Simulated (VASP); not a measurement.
```xyz
4
Lattice="3.1422 0.0000 0.0000 0.0000 3.1422 0.0000 0.0000 0.0000 4.4208" Properties=species:S:1:pos:R:3 pbc="T T T"
Al     1.5711     1.5711     2.2104
Ga     0.0000     0.0000     0.0000
N      1.5711     0.0000     3.2706
N      0.0000     1.5711     1.1502
```

These are PBEsol GGA, VASP's PBE PAW potentials (set 64) (plane waves; VASP 6.6.1) values and carry that method's errors. Run with 520 eV cut-off, 8×8×6 Γ-centred mesh, tetrahedra with Blöchl corrections, potentials Al Ga_d N.

The cores are frozen, which limits the accuracy of field gradients.

Question: Give the principal components of the electric field gradient (V/Å²) and the asymmetry η at each nucleus.

Answer: 
| atom | Vxx | Vyy | Vzz | η |
|---|---|---|---|---|
| Al1 | -2.0 | -2.0 | 4.1 | 0.00 |
| Ga2 | 3.8 | 3.8 | -7.6 | 0.00 |
| N3 | 17.4 | 1.6 | -19.1 | 0.83 |
| N4 | 17.4 | 1.6 | -19.1 | 0.83 |

The structure comes from a computed database's AlGaN2 entry (P-4m2); how it stands against other phases isn't given here. It was relaxed first.
